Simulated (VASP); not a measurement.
All values below come from PBE GGA, VASP's PBE PAW potentials (set 64) (plane waves; VASP).

VASP input:

**KPOINTS**
```
Automatic mesh
0
Gamma
10 10 10
0 0 0
```

### POSCAR
```
GaSb
1
    0.0000000000     3.1061202460     3.1061202460
    3.1061202460     0.0000000000     3.1061202460
    3.1061202460     3.1061202460     0.0000000000
Ga Sb
1 1
Direct
  0.0000000000   0.0000000000   0.0000000000
  0.2500000000   0.2500000000   0.2500000000
```

**INCAR**
```
! general
SYSTEM  = GaSb
PREC    = Accurate
ENCUT   = 500
LREAL   = .FALSE.
LASPH   = .TRUE.

! electronic loop
EDIFF   = 1E-6
NELM    = 100
ALGO    = Normal
LMAXMIX = 4

! smearing
ISMEAR  = 1
SIGMA   = 0.1

! functional
GGA     = PE

! ions
IBRION  = 2
NSW     = 40
ISIF    = 3
EDIFFG  = -0.02
PSTRESS = 50

! output
LWAVE   = .FALSE.
LCHARG  = .FALSE.
```

POTCAR, in this order: Ga_d Sb (PBE.64 set). Program: vasp_std.

Energy and stress use the plane-wave basis of the starting cell. Unless said otherwise, spin-orbit coupling is left out, though it shifts the bands of the heavy elements here.

Problem. Predict the energy per atom (σ→0), volume per atom, band gap (on the k-mesh).

Solution. 
The energy per atom (σ→0) comes out as -3649 meV/atom. The band gap (on the k-mesh) comes out as 0.34 eV and the volume per atom is 27.44 Å^3/atom.

**OSZICAR**
```
...
DAV:   2    -0.737444079254E+01    0.26450E+00   -0.46608E-01  1542   0.136E+01    0.157E+00
DAV:   3    -0.730490544868E+01    0.69535E-01   -0.99907E-02  1607   0.592E+00    0.301E-01
DAV:   4    -0.729812909921E+01    0.67763E-02   -0.10365E-02  1457   0.177E+00    0.106E-01
DAV:   5    -0.729768110693E+01    0.44799E-03   -0.68740E-04  1452   0.396E-01    0.405E-02
DAV:   6    -0.729761588232E+01    0.65225E-04   -0.21405E-04  1452   0.293E-01    0.138E-02
DAV:   7    -0.729761608032E+01   -0.19799E-06   -0.33749E-05  1533   0.110E-01    0.496E-03
DAV:   8    -0.729761678287E+01   -0.70255E-06   -0.42610E-06  1347   0.271E-02
   3 F= -.55847962E+01 E0= -.55848037E+01  d E =-.836959E-01
```

The compound is GaSb in the zinc blende structure. This run relaxes it under an external pressure of 5 GPa. Symmetry was kept, so distortions that lower it aren't found.
